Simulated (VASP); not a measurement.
Write the native input for VASP 6.6.1 that does the following.

```yaml
Task: relaxation of the atoms
Functional: PBE
Dispersion: D3(BJ)
Potentials_or_basis: VASP PAW PBE potentials, release 64 (C, O)
Cutoff: 400 eV
k_mesh: 1 × 1 × 1
Occupations: gaussian, width 0.01 eV
Spin: no spin polarisation
Atoms_held_fixed_from_0: "[0]"
Further_INCAR_settings: ALGO = Normal; EDIFF = 1e-06; ISYM = 0; IBRION = 2; EDIFFG = -0.03; NSW = 120
```

The structure of CO lies in POSCAR:

```
CO
1.0
   11.4664208122      0.0000000000      0.0000000000
    0.0000000000     11.9664208122      0.0000000000
    0.0000000000      0.0000000000     12.4664208122
C O
1 1
Selective dynamics
Direct
    0.5219830803      0.5161969978      0.4612390426  F F F
    0.4780169197      0.4921597198      0.5387609574  T T T
```

One way to write it, as run:

INCAR

```
SYSTEM = CO
PREC = Accurate
ENCUT = 400
EDIFF = 1E-6
ISMEAR = 0
SIGMA = 0.01
LREAL = .FALSE.
LASPH = .TRUE.
NELM = 100
ALGO = Normal
ISIF = 2
LWAVE = .FALSE.
LCHARG = .FALSE.
GGA = PE
IVDW = 12
IBRION = 2
NSW = 120
EDIFFG = -0.03
ISYM = 0
```

KPOINTS

```
Automatic mesh
0
G
  1 1 1
  0 0 0
```

Potentials or basis: VASP PAW PBE potentials, release 64 (C, O).

Command:

```bash
$ cat potpaw_PBE.64/C/POTCAR potpaw_PBE.64/O/POTCAR > POTCAR
$ mpirun -np 4 vasp_gam > vasp.out
```

Results of the run:

```json
{
  "Energy gained by relaxing": "7.7 meV/atom",
  "Ionic steps": "3",
  "Gap between the frontier levels": "6.92 eV",
  "Dispersion energy per atom": "-0.006 eV"
}
```

Caveat: the standard files for N, O and F lose accuracy on very short bonds.

Wall time 66 s on 4 MPI ranks on Intel(R) Xeon(R) Platinum 8559C (Emerald Rapids), on a shared host, peak memory 0.37 GiB a rank.
